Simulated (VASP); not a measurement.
```xyz
4
Lattice="4.1065 0.0000 0.0000 0.0000 4.1065 0.0000 0.0000 0.0000 4.1065" Properties=species:S:1:pos:R:3 pbc="T T T"
Sc     0.0000     0.0000     0.0000
Al     0.0000     2.0533     2.0533
Al     2.0533     0.0000     2.0533
Al     2.0533     2.0533     0.0000
```

Calculation: PBE GGA, VASP's PBE PAW potentials (set 64) (plane waves; VASP). Settings: 520 eV cut-off, 8×8×8 Γ-centred mesh, first-order Methfessel-Paxton smearing of 0.10 eV, potentials Sc_sv Al.

Give the energy at these volumes per atom, relative to the lowest: 16.28, 16.80, 17.32, 17.84, 18.36 Å³.

18.4, 4.3, 0.0, 4.0, 15.1 meV/atom. A third-order Birch-Murnaghan fit gives B0 = 85.4 GPa and B0′ = 4.6.

Measured: a 4.103 Å (computed value off by +0.1 %), as given by A Combined Experimental and First-Principles Based Assessment of Finite-Temperature Thermodynamic Properties of …. The calculation is for a static lattice, while the measured a holds thermal and zero-point effects, which are part of the difference.

The compound is Al3Sc in the L1_2 structure. It was relaxed first.
